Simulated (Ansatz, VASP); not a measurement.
# AlPt3C in two plane-wave programs

One calculation is typed for both programs; each brings its own data sets. How far apart do they land? The cell is taken from a series of runs on this material, whose earlier steps may have relaxed, scaled, displaced or heated it; both programs get it as it stands.

Main program and level: Ansatz 0.2.0; plane waves, with VASP 6.6.1 beside it; single point at PBEsol.

## 1. The starting structure

The structure is orthorhombic, space group Pmma (No. 51). The conventional cell has a = 5.845 Å, b = 4.133 Å, c = 5.845 Å, α = 90.00°, β = 90.00°, γ = 90.00°. Nearest to Al lie 12 Pt at 2.88 to 2.97 Å. Nearest to Pt lie 2 C at 2.07 Å and 4 Al at 2.88 to 2.97 Å and 8 Pt at 2.90 to 2.94 Å. Nearest to Pt lie 2 C at 2.07 Å and 8 Pt at 2.90 to 2.92 Å and 4 Al at 2.92 Å. Nearest to Pt lie 2 C at 2.06 Å and 8 Pt at 2.92 to 2.94 Å and 4 Al at 2.92 Å. Nearest to C lie 6 Pt at 2.06 to 2.07 Å. Farther neighbours are not listed.

As a file:

```xyz
10
Lattice="-4.1328 0.0000 0.0000 0.0000 -4.1328 -4.1328 0.0000 -4.1328 4.1328" Properties=species:S:1:pos:R:3 pbc="T T T"
Al    0.0000   -0.0031   -0.0031
Al    0.0000   -4.1297    0.0031
Pt    0.0000   -2.0947    2.0381
Pt    0.0000   -2.0381   -2.0381
Pt   -2.0664   -4.1328    2.0664
Pt   -2.0664   -4.1328   -2.0664
Pt   -2.0664   -2.0664    0.0000
Pt   -2.0664   -6.1991    0.0000
C    -2.0664   -6.1947   -2.0620
C    -2.0664   -2.0708   -2.0708
```

## 2. VASP: single point, PBEsol, pair 1

With cell and atoms fixed, the geometry can't cause a difference; cores, projectors, grids and the points listed under the comparison can.

Lines of VASP's logs that name or quote its potential files are left out, and so is its time.

INCAR reads:

```
SYSTEM = AlPt3C
PREC = Accurate
ENCUT = 600
EDIFF = 1E-06
NELM = 120
ISMEAR = 1
SIGMA = 0.2
LREAL = .FALSE.
ALGO = Normal
GGA = PS
NBANDS = 47
LASPH = .TRUE.
LORBIT = 11
LWAVE = .FALSE.
LCHARG = .FALSE.
ISIF = 2
GGA_COMPAT = .FALSE.
KPAR = 2
```

POSCAR reads:

```
AlPt3C
1.0
   -4.1327502067      0.0000000000      0.0000000000
    0.0000000000     -4.1327502067     -4.1327502067
    0.0000000000     -4.1327502067      4.1327502067
Al Pt C
2 6 2
Direct
    0.0000000000      0.0007455152      0.0000000000
    0.0000000000      0.4992544848      0.5000000000
    0.0000000000      0.0068439344      0.5000000000
    0.0000000000      0.4931560656      0.0000000000
    0.5000000000      0.2500000000      0.7500000000
    0.5000000000      0.7500000000      0.2500000000
    0.5000000000      0.2500000000      0.2500000000
    0.5000000000      0.7500000000      0.7500000000
    0.5000000000      0.9989349496      0.5000000000
    0.5000000000      0.5010650504      0.0000000000
```

KPOINTS reads:

```
Automatic mesh
0
Gamma
10 6 6
0 0 0
```

The projector-augmented-wave data sets are Al, Pt and C (PBE family, release 64).

Started as:

```sh
$ mpirun -np 2 vasp_std
```

Numbers of over 12 decimals in the logs are rounded to 6 here.

Output:

```text
[banner, memory and clock lines left out]
running    2 mpi-ranks, on    1 nodes
 distrk:  each k-point on    1 cores,    2 groups
 distr:  one band on    1 cores,    1 groups

 POSCAR found type information on POSCAR AlPtC
 POSCAR found :  3 types and      10 ions
|                                                                             |
|               ----> ADVICE to this user running VASP <----                  |
|                                                                             |
|     You enforced a specific xc type in the INCAR file but a different       |
|     [... a line on the potential file left out ...]
|     I HOPE YOU KNOW WHAT YOU ARE DOING!                                     |
|                                                                             |

 LDA part: xc-table for (Slater+PW92), standard interpolation
 POSCAR, INCAR and KPOINTS ok, starting setup
 FFT: planning ... GRIDC
 FFT: planning ... GRID_SOFT
 FFT: planning ... GRID
 WAVECAR not read
 entering main loop
       N       E                     dE             d eps       ncg     rms          rms(c)
DAV:   1     0.461288845045E+03    0.46129E+03   -0.39147E+04  9024   0.165E+03
DAV:   2    -0.430834891148E+02   -0.50437E+03   -0.47940E+03  9783   0.330E+02
DAV:   3    -0.715262755666E+02   -0.28443E+02   -0.27484E+02 11362   0.692E+01
DAV:   4    -0.721742599857E+02   -0.64798E+00   -0.64533E+00 10261   0.111E+01
DAV:   5    -0.721877515620E+02   -0.13492E-01   -0.13485E-01 10798   0.155E+00    0.442E+01
DAV:   6    -0.678673244773E+02    0.43204E+01   -0.24238E+01 10740   0.227E+01    0.200E+01
DAV:   7    -0.674976953957E+02    0.36963E+00   -0.23132E+00 10102   0.738E+00    0.117E+01
DAV:   8    -0.674254872407E+02    0.72208E-01   -0.41434E-01 10253   0.371E+00    0.130E+00
DAV:   9    -0.673993623772E+02    0.26125E-01   -0.10720E-01 10239   0.238E+00    0.472E-01
DAV:  10    -0.673968882827E+02    0.24741E-02   -0.25516E-02 10524   0.765E-01    0.250E-01
DAV:  11    -0.673964836596E+02    0.40462E-03   -0.20076E-03 10399   0.222E-01    0.658E-02
DAV:  12    -0.673964696278E+02    0.14032E-04   -0.18691E-04 10147   0.728E-02    0.170E-02
DAV:  13    -0.673964693894E+02    0.23835E-06   -0.74730E-06 10496   0.154E-02
   1 F= -.67396469E+02 E0= -.67397690E+02  d E =0.366268E-02
```

From OUTCAR (step 2):

```text
ion  position               nearest neighbor table
   1  0.000  0.001  0.000-   4 2.88   5 2.92   5 2.92   7 2.92   7 2.92   3 2.92   3 2.92   8 2.92
                             6 2.92   6 2.92   8 2.92   4 2.97
   2  0.000  0.499  0.500-   3 2.88   5 2.92   5 2.92   7 2.92   7 2.92   4 2.92   4 2.92   8 2.92
                             6 2.92   6 2.92   8 2.92   3 2.97
   3  0.000  0.007  0.500-   9 2.07   9 2.07   2 2.88   5 2.90   5 2.90   7 2.90   7 2.90   1 2.92
                             1 2.92   6 2.94   8 2.94   8 2.94   6 2.94   2 2.97
   4  0.000  0.493  0.000-  10 2.07  10 2.07   1 2.88   5 2.90   5 2.90   7 2.90   7 2.90   2 2.92
                             2 2.92   6 2.94   8 2.94   8 2.94   6 2.94   1 2.97
   5  0.500  0.250  0.750-   9 2.07  10 2.07   3 2.90   4 2.90   3 2.90   4 2.90   1 2.92   2 2.92
                             1 2.92   2 2.92   7 2.92   8 2.92   7 2.92   8 2.92
   6  0.500  0.750  0.250-   9 2.06  10 2.06   7 2.92   8 2.92   8 2.92   7 2.92   1 2.92   2 2.92
                             1 2.92   2 2.92   3 2.94   4 2.94   3 2.94   4 2.94
   7  0.500  0.250  0.250-   9 2.07  10 2.07   3 2.90   4 2.90   3 2.90   4 2.90   1 2.92   2 2.92
                             1 2.92   2 2.92   5 2.92   6 2.92   5 2.92   6 2.92
   8  0.500  0.750  0.750-   9 2.06  10 2.06   5 2.92   6 2.92   6 2.92   5 2.92   1 2.92   2 2.92
                             1 2.92   2 2.92   3 2.94   4 2.94   3 2.94   4 2.94
   9  0.500  0.999  0.500-   6 2.06   8 2.06   3 2.07   3 2.07   5 2.07   7 2.07
  10  0.500  0.501  0.000-   6 2.06   8 2.06   4 2.07   4 2.07   5 2.07   7 2.07

  LATTYP: Found a simple tetragonal cell.
 ALAT       =     5.8445913922
 C/A-ratio  =     0.7071067812

 Subroutine GETGRP returns: Found  8 space group operations
 (whereof  4 operations were pure point group operations)

The static configuration has the point symmetry C_2v.
 The point group associated with its full space group is D_2h.

 Found     96 irreducible k-points:

   k-points           NKPTS =     96   k-points in BZ     NKDIM =     96   number of bands    NBANDS=     47

   dimension x,y,z NGX =    36 NGY =   48 NGZ =   48
   dimension x,y,z NGXF=    72 NGYF=   96 NGZF=   96

   ENCUT  =  600.0 eV  44.10 Ry    6.64 a.u.   8.25 11.67 11.67*2*pi/ulx,y,z

   NELECT =      74.0000    total number of electrons

 k-points in reciprocal lattice and weights: Automatic mesh
   0.00000000  0.00000000  0.00000000       0.003
   0.10000000  0.00000000  0.00000000       0.006
   0.20000000  0.00000000  0.00000000       0.006
   0.30000000  0.00000000  0.00000000       0.006
   0.40000000  0.00000000  0.00000000       0.006
   0.50000000  0.00000000  0.00000000       0.003
   0.00000000  0.16666667  0.00000000       0.006
   0.00000000  0.00000000  0.16666667       0.006
   0.10000000  0.16666667  0.00000000       0.011
[...]
0.40000000  0.50000000  0.50000000       0.006
   0.50000000  0.50000000  0.50000000       0.003

 average (electrostatic) potential at core
       1 -71.3875       2 -71.3875       3 -64.0902       4 -64.0902       5 -64.1001
       6 -64.0678       7 -64.1001       8 -64.0678       9 -46.4688      10 -46.4688

 E-fermi :  10.3039

 k-point     1 :       0.0000    0.0000    0.0000
  band No.  band energies     occupation
    ...
     34       9.3322      2.00000
     35       9.3485      2.00000
     36       9.3500      2.00000
     37       9.8538      2.00656
     38       9.8544      2.00663
     39      11.3031     -0.00000
     40      11.3971     -0.00000
     41      11.3997     -0.00000
     42      11.4009     -0.00000
     43      12.3963     -0.00000
    ...

 k-point     2 :       0.1000    0.0000    0.0000
  band No.  band energies     occupation
    ...
     34       9.3487      2.00000
     35       9.3909      2.00000
     36       9.4092      2.00000
     37       9.8347      2.00448
     38       9.8353      2.00453
     39      10.8644     -0.00054
     40      11.2156     -0.00000
     41      11.5635     -0.00000
     42      11.5667     -0.00000
     43      13.2248     -0.00000
    ...

 k-point     3 :       0.2000    0.0000    0.0000
  band No.  band energies     occupation
    ...
     34       9.3492      2.00000
     35       9.5488      2.00000
     36       9.5668      2.00000
     37       9.7642      2.00091
     38       9.7648      2.00093
     39      10.6805     -0.02293
     40      11.2036     -0.00000
     41      12.0339     -0.00000
     42      12.0353     -0.00000
     43      13.1598     -0.00000
    ...

  Total       -0.0461941      0.2658369      0.2658369      0.0000000      0.0233141      0.0000000
  in kB       -0.5242632      3.0170208      3.0170208      0.0000000      0.2645955      0.0000000
  external PRESSURE =       1.8365928 kB  Pullay stress =       0.0000000 kB

  energy-cutoff  :      600.00
  volume of cell :      141.17
      direct lattice vectors                 reciprocal lattice vectors
    -4.132750207  0.000000000  0.000000000    -0.241969621  0.000000000  0.000000000
     0.000000000 -4.132750207 -4.132750207     0.000000000 -0.120984810 -0.120984810
     0.000000000 -4.132750207  4.132750207     0.000000000 -0.120984810  0.120984810

 POSITION                                       TOTAL-FORCE (eV/Angst)
 -----------------------------------------------------------------------------------
      0.00000     -0.00308     -0.00308         0.000000     -0.003547     -0.003547
      0.00000     -4.12967      0.00308         0.000000      0.003547      0.003547
      0.00000     -2.09466      2.03809         0.000000     -0.233841     -0.233841
      0.00000     -2.03809     -2.03809         0.000000      0.233841      0.233841
     -2.06638     -4.13275      2.06638         0.000000      0.000000      0.000000
     -2.06638     -4.13275     -2.06638         0.000000      0.000000     -0.000000
     -2.06638     -2.06638      0.00000         0.000000      0.000000     -0.000000
     -2.06638     -6.19913      0.00000         0.000000      0.000000      0.000000
     -2.06638     -6.19472     -2.06197         0.000000     -0.001787     -0.001787
     -2.06638     -2.07078     -2.07078         0.000000      0.001787      0.001787
 -----------------------------------------------------------------------------------
    total drift:                               -0.000000     -0.000000      0.000000

  FREE ENERGIE OF THE ION-ELECTRON SYSTEM (eV)
  ---------------------------------------------------
  free  energy   TOTEN  =       -67.3964693894 eV

  energy  without entropy=      -67.4001320702  energy(sigma->0) =      -67.39769028

 total charge
# of ion       s       p       d       tot
------------------------------------------
    1        0.344   0.281   0.000   0.625
    2        0.344   0.281   0.000   0.625
    3        0.602   0.644   8.231   9.477
    4        0.602   0.644   8.231   9.477
    5        0.599   0.647   8.233   9.479
    6        0.605   0.640   8.232   9.477
    7        0.599   0.647   8.233   9.479
    8        0.605   0.640   8.232   9.477
    9        0.840   1.528   0.000   2.367
   10        0.840   1.528   0.000   2.367
--------------------------------------------------
tot          5.982   7.478  49.391  62.851

[... 3 further parts left out ...]
```

The PAW data sets were made with PBE, which is usual practice but a small mismatch for other functionals.

## 3. Ansatz: single point, PBEsol, pair 1

Ansatz runs on its PAW soft_1 files.

The same cell, functional, mesh and smearing now go to Ansatz, which takes its cutoff from its data sets.

input.yaml reads:

```yaml
crystal:
  lattice:
    - [-4.1327502067, 0.0, 0.0]
    - [0.0, -4.1327502067, -4.1327502067]
    - [0.0, -4.1327502067, 4.1327502067]
  atoms:
    - { symbol: Al, position: [1.0, 1.0007455152, 0.0] }
    - { symbol: Al, position: [1.0, 0.4992544848, 0.5] }
    - { symbol: Pt, position: [0.0, 0.0068439344, 0.5] }
    - { symbol: Pt, position: [0.0, 0.4931560656, 0.0] }
    - { symbol: Pt, position: [0.5, 0.25, 0.75] }
    - { symbol: Pt, position: [0.5, 0.75, 0.25] }
    - { symbol: Pt, position: [0.5, 0.25, 0.25] }
    - { symbol: Pt, position: [0.5, 0.75, 0.75] }
    - { symbol: C, position: [0.5, -0.0010650504, 0.5] }
    - { symbol: C, position: [0.5, 0.5010650504, 0.0] }
kpoints:
  mp_grid: { grid: [10, 6, 6] }
hamiltonian:
  xc: pbesol
  pseudopotentials: { kind: paw, azcp: { folder: soft_1 }, xc_functional: pbe }
scf:
  occupations: { method: methfessel_paxton, width: 0.2 }
output:
  forces: true
  stress: true
  eigenvalues: true
```

Started as:

```sh
$ ansatz run input.yaml --threads 4 --pin off --max-ram 10240MiB --backend cpu --events-out ev --progress --plain --runs-dir out
```

Output:

```text
Engine: ansatz 0.2.0, x86_64-unknown-linux-gnu
Pseudopotentials: kind: paw
Pseudopotential: Al, paw, valence charge 3, recommended cutoff 420 eV (normal), soft_1/Al.paw.azcp
Pseudopotential: Pt, paw, valence charge 18, recommended cutoff 420 eV (normal), soft_1/Pt.paw.azcp
Pseudopotential: C, paw, valence charge 4, recommended cutoff 420 eV (normal), soft_1/C.paw.azcp
Functional definition: PBEsol
  exchange = pbesol_x
  correlation = pbesol_c
Crystal: 10 atoms, lattice volume = 141.172 Å³
Basis set: ecut = 420 eV, 2729 PW (Γ), exchange–correlation on 60×80×80 points (8 copies of the dense FFT grid, shifted against one another)
Bands: 74, of which v1, the nominal top of the filled ones, is band 61 counted from 1 (60 counted from 0)
Symmetry: 8 space group operations
Space group: Pmma (ITA 51), of the structure as read, at distance tolerance 5.2e-5 Å
k-points: 96 of 360
Non-local potential: Al, projectors of the file, l = 0: 2, l = 1: 2, l = 2: 1
Non-local potential: Pt, projectors of the file, l = 0: 3, l = 1: 2, l = 2: 2, l = 3: 1
Non-local potential: C, projectors of the file, l = 0: 2, l = 1: 2, l = 2: 1
PAW form: soft (Blöchl's): semilocal exchange-correlation on the pseudo side does not see the compensation charge
PAW frozen core: Al, regenerated for the run's functional, and the local potential with it (the file was generated under x = pbe(κ = 0.804, μ = 0.219515), c = pbe(β = 0.066725))
PAW frozen core: Pt, regenerated for the run's functional, and the local potential with it (the file was generated under x = pbe(κ = 0.804, μ = 0.219515), c = pbe(β = 0.066725))
PAW frozen core: C, regenerated for the run's functional, and the local potential with it (the file was generated under x = pbe(κ = 0.804, μ = 0.219515), c = pbe(β = 0.066725))
PAW one-centre angular grid: Al, 110 points (default); XC on 64 Gauss nodes
PAW one-centre angular grid: Pt, 590 points (default); XC on 64 Gauss nodes
PAW one-centre angular grid: C, 110 points (default); XC on 64 Gauss nodes
Initial density: superposition of atomic densities (chi_scale 0.1, normalization cell, long waves kept (reshape's long-wave potential 0.00 eV rms))
Initial wavefunctions: pseudopotential atomic-orbital guess
Functional: x = pbesol(κ = 0.804, μ = 0.123457), c = pbesol(β = 0.046)
SCF iter   1: F=—  HF=-75856.794879 eV  |F-HF|=—  |Δ(HF+E_count)|=         —  Δρ=9.89e-2  dr2=1.56e1  ethr=3.10e-3  ⟨swp⟩=5.0  Hψ=23256  notcnv=0
preconditioner: auto → Kerker (q_TF=auto, 2.663 Å⁻¹)  [metal: Δε(μ)=0.008 eV  Ē_g=7.936 eV  σ=0.200 eV  W_gap=0.03  n_scr=46 (ndim 8)  ℏωp=26.9 eV  f_vac=0.000  D(μ)=7.87/eV (n_scr^D=68)]
SCF iter   2: F=—  HF=-75853.915602 eV  |F-HF|=—  |Δ(HF+E_count)|=    2.88e0  S|Δr|=    0.00e0  Δρ=4.93e-2  dr2=3.90e0  ethr=3.10e-3  ⟨swp⟩=2.0  Hψ=11675  notcnv=0  defer=284
SCF iter   3: F=—  HF=-75852.929744 eV  |F-HF|=—  |Δ(HF+E_count)|=   9.86e-1  S|Δr|=    0.00e0  Δρ=7.57e-3  dr2=7.10e-2  ethr=3.10e-3  ⟨swp⟩=2.0  Hψ=11300  notcnv=0  defer=284
SCF iter   4: F=—  HF=-75852.913478 eV  |F-HF|=—  |Δ(HF+E_count)|=   1.63e-2  S|Δr|=    0.00e0  Δρ=1.35e-3  dr2=2.71e-3  ethr=5.82e-5  ⟨swp⟩=1.5  Hψ=9249  notcnv=0  defer=278
SCF iter   5: F=—  HF=-75852.912888 eV  |F-HF|=—  |Δ(HF+E_count)|=   5.90e-4  S|Δr|=    0.00e0  Δρ=3.49e-4  dr2=2.28e-4  ethr=2.22e-6  ⟨swp⟩=2.0  Hψ=9719  notcnv=0  defer=278
SCF iter   6: F=—  HF=-75852.912796 eV  |F-HF|=—  |Δ(HF+E_count)|=   9.15e-5  S|Δr|=    0.00e0  Δρ=6.61e-5  dr2=7.72e-6  ethr=1.87e-7  ⟨swp⟩=2.0  Hψ=9183  notcnv=0  defer=278
SCF iter   7: F=—  HF=-75852.912742 eV  |F-HF|=—  |Δ(HF+E_count)|=   5.40e-5  S|Δr|=    0.00e0  Δρ=1.34e-5  dr2=2.65e-7  ethr=6.33e-9  ⟨swp⟩=2.0  Hψ=9964  notcnv=0  defer=278
SCF iter   8: F=-75852.912742 eV  HF=-75852.912742 eV  |F-HF|=2.95e-9  |Δ(HF+E_count)|=   4.09e-8  S|Δr|=    0.00e0  Δρ=2.46e-6  dr2=7.71e-9  ethr=8.20e-11  ⟨swp⟩=9.7  Hψ=27541  notcnv=0
SCF 1 converged in 8 iterations: F = -75852.912742 eV  dr2 = 7.71e-9
  greatest PAW one-centre occupation: 1.000 electrons in one spin orbital (limit 2), on the Pt atom at site 7 (counted from 0), in its partial waves of l = 0
SCF converged after 8 iterations
Stability not checked: this state was not tested for a lower state beside it, because cold or Methfessel-Paxton smearing, or corrected tetrahedra, fill the levels in a way that the test cannot read (fill_not_monotonic; see scf.lower_state_search)
Free energy (F): -75852.912742 eV
Harris-Foulkes:  -75852.912742 eV  (|F-HF|=2.95e-9)
Internal energy: -75852.916355 eV  (E = F + TS)
E sigma→0 (E₀):  -75852.913645 eV
Entropy (-TS):   0.003613 eV (0.361 meV/atom)
Fermi energy:    18.349391 eV
--- Per-component energies (eV) ---
  E_band       = -1232.029671
  E_kinetic    = 3808.873464
  E_local      = -12527.201682  (includes V_loc(G=0)·N_el)
  E_nonlocal   = 1309.952230
  E_hartree    = 4959.658636
  E_xc         = -1554.828764
  E_vxc        = -1800.673346  (∫ρ·V_xc dr)
  E_paw        = -57181.169487  (= ΣΔE_a)
  E_vpaw       = -1942.302877  (= ΣTr[D̂ρ^β])
  E_aug_tail   = 0.006467  (compensation charges beyond the density's cutoff)
  E_ewald      = -14670.009886
  E_core_change = 1.802667  (= ΣΔE_core)
  E_smearing   = 0.003613  (= −TS)
  E_closure    = 0.000000  (closes the sum)
  Σ components = -75852.912742   (vs F -75852.912742, Δ=0.00e0)
--- Forces (eV/Å), atoms counted from 1 ---
  atom   1  Al     0.00000000    -0.00379545    -0.00379545
  atom   2  Al     0.00000000     0.00379545     0.00379545
  atom   3  Pt     0.00000000    -0.23257963    -0.23257963
  atom   4  Pt     0.00000000     0.23257963     0.23257963
  atom   5  Pt     0.00000000     0.00000000     0.00000000
  atom   6  Pt    -0.00000000     0.00000000    -0.00000000
  atom   7  Pt     0.00000000     0.00000000    -0.00000000
  atom   8  Pt    -0.00000000     0.00000000     0.00000000
  atom   9  C      0.00000000    -0.00116279    -0.00116279
  atom  10  C      0.00000000     0.00116279     0.00116279
  max |Σ_I F_I| component: 2.78e-17 eV/Å
--- Stress (GPa, compression-positive) ---
       -0.269798       0.000000      -0.000000
        0.000000       0.094664       0.026537
       -0.000000       0.026537       0.094664
  P = ⅓ Tr σ = -0.0268 GPa (-0.268 kbar)
--- Band table (eV; the first three rows and the last of 96) ---
  k-point 0: bands = [... 57 lower, 17.3775, 17.3937, 17.3953, 17.8936, 17.8942, 19.3577, 19.4383, 19.4409, ... 9 higher]
  k-point 1: bands = [... 57 lower, 17.2968, 17.5258, 17.5597, 17.9037, 18.1104, 19.1279, 19.2482, 19.6677, ... 9 higher]
  k-point 2: bands = [... 57 lower, 17.0638, 17.7997, 17.9227, 17.9785, 18.5119, 18.8034, 18.9391, 20.2914, ... 9 higher]
  k-point 95: bands = [... 57 lower, 16.5887, 17.8846, 17.8846, 17.8911, 17.8911, 19.3289, 19.3289, 20.4605, ... 9 higher]
```

The column dr2 measures how far the density is from self-consistency, as an energy; F and HF (Harris–Foulkes) agree once it is small.

The run ends at a pressure of -0.03 GPa, with forces up to 0.33 eV/Å.

## 4. Side by side

Known differences besides the potentials themselves: the data sets hold 122 valence electrons in Ansatz (on its PAW soft_1 files) and 74 in VASP; the cutoff is 420 eV in Ansatz and 600 eV in VASP; Ansatz makes its cores anew for this functional, VASP keeps those of its PBE data sets. Total energies have different zeros and are not compared.

Both answers:

```tsv
quantity	Ansatz	VASP	difference
pressure (GPa)	-0.03	0.18	-0.21
```

Forces (eV/Å; atoms numbered as in POSCAR):

```tsv
atom	Ansatz x, y, z	VASP x, y, z
Al1	0.000, -0.004, -0.004	0.000, -0.004, -0.004
Al2	0.000, 0.004, 0.004	0.000, 0.004, 0.004
Pt3	0.000, -0.233, -0.233	0.000, -0.234, -0.234
Pt4	0.000, 0.233, 0.233	0.000, 0.234, 0.234
Pt5	0.000, 0.000, 0.000	0.000, 0.000, 0.000
Pt6	0.000, 0.000, 0.000	0.000, 0.000, 0.000
Pt7	0.000, 0.000, 0.000	0.000, 0.000, 0.000
Pt8	0.000, 0.000, 0.000	0.000, 0.000, 0.000
C9	0.000, -0.001, -0.001	0.000, -0.002, -0.002
C10	0.000, 0.001, 0.001	0.000, 0.002, 0.002
```

The forces differ by 0.5 meV/Å r.m.s., which is 0.6 % of the r.m.s. force of 0.085 eV/Å (both taken over all components).

(Continued in part 2 of 2.)

[Lines on the potential files, build, host, timing and source positions are cut from VASP's logs without a mark.]

[Logs are printed without paths, hosts, clocks, repeated set-up lines and the standing remarks that a program may print on its own settings, such as how far it seeks lower states.]

[Hosts, paths, dates, database ids (printed as entryN), source tags and the programs' standing remarks are cut or masked in the printed files.]
